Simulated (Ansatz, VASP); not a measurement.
## Hf3ZrAl4N8: VASP beside Ansatz

```
CELL_PARAMETERS angstrom
-4.33990 4.33980 -0.01367
-4.33989 -0.01366 4.33977
0.01358 4.33970 4.33969
ATOMIC_POSITIONS crystal
N 0.73520 0.73731 0.78281
N 0.25969 0.72036 0.75947
N 0.71826 0.26184 0.75943
N 0.73740 0.73949 0.23718
N 0.25742 0.25951 0.75722
N 0.28307 0.73729 0.23494
N 0.73518 0.28518 0.23495
N 0.25972 0.26180 0.21800
Al 0.49842 0.99961 0.99825
Al 0.99734 0.50062 0.99828
Al 0.49832 0.50045 0.99808
Al 0.49854 0.50063 0.49722
Zr 0.99639 0.99848 0.49612
Hf 0.99651 0.99861 0.00327
Hf 0.50349 0.99866 0.49627
Hf 0.99656 0.50561 0.49626
```

Alike in both runs: functional PBE; k mesh 3 × 3 × 3; occupations gaussian, width 0.1 eV; no spin polarisation.

Ansatz relaxed the structure, and its values are those at the end. VASP's run is a single point on that final structure, the one shown.

|  | VASP | Ansatz |
| --- | --- | --- |
| version | VASP 6.6.1 | Ansatz 0.2.0 |
| potentials or method | VASP PAW PBE potentials, release 64 (N, Al, Zr_sv, Hf_pv) | scalar-relativistic, plane waves, PAW |
| plane-wave cutoff (eV) | 520 | 420 |
| valence electrons in the cell | 94 | 142 |

```csv
,VASP,Ansatz,Ansatz less VASP
gap on the k mesh at the Fermi level (eV),none,none,-
pressure (GPa),-1.1,0.0,+1.09
rms of the force components (eV/Å),0.038,0.005,-0.0331
```

A gap of «none» marks a metal or a gap that the smearing closes. With one functional, cell and mesh, what is left measures potentials, basis and numerics. The two sets of potentials don't hold the same shells in valence.

Caveats: the k mesh is coarse (spacing up to 0.42 Å⁻¹), so the values aren't converged. The runs have no spin-orbit coupling, so splittings on Hf are missing.
